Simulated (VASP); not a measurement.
Here is a VASP 6.6.1 calculation.

Contents of INCAR:

```
SYSTEM = PtF2
ALGO = Fast
EDIFF = 1E-6
ENCUT = 520
ISIF = 2
ISMEAR = 0
ISPIN = 2
LASPH = .True.
LCHARG = .False.
LDAU = .True.
LDAUJ = 0 0
LDAUL = 2 -1
LDAUPRINT = 1
LDAUTYPE = 2
LDAUU = 4 0
LMAXMIX = 4
LORBIT = 11
LREAL = .False.
LWAVE = .False.
MAGMOM = 0.5 0 0
NBANDS = 23
NELM = 80
NUPDOWN = 4
PREC = Accurate
SIGMA = 0.05
```

File KPOINTS:

```
k-points
0
Gamma
  6 6 6
  0 0 0
```

Contents of POSCAR:

```
PtF2
1.0
    0.0000000000      2.5525506100      2.5525506100
    2.5525506100      0.0000000000      2.5525506100
    2.5525506100      2.5525506100      0.0000000000
Pt F
1 2
Direct
    0.0000000000      0.0000000000      0.0000000000
    0.2500000000      0.2500000000      0.2500000000
    0.7500000000      0.7500000000      0.7500000000
```

Potentials or basis: VASP PAW LDA potentials, release 64 (Pt, F).

The run is started by

```console
$ cat potpaw_LDA.64/Pt/POTCAR potpaw_LDA.64/F/POTCAR > POTCAR
$ mpirun -np 1 vasp_std > vasp.out
```

**Question.** Estimate the pressure.

**Answer.** 46.2 GPa.

Eigenvalues of the final occupation matrices:
| site | spin | trace | eigenvalues |
| --- | --- | --- | --- |
| site 1 d | 1 | 4.97 | 0.96 0.96 1.02 1.02 1.02 |
| site 1 d | 2 | 2.58 | 0.23 0.23 0.23 0.95 0.95 |

Caveat: the moment is held away from its start; a pressure of tens of GPa on the cell as given is suspect, and the run, the potentials or the cell itself is likely at fault; the total moment is fixed, so each spin has its own Fermi level. Spin-orbit coupling is left out, which matters for the levels of Pt.
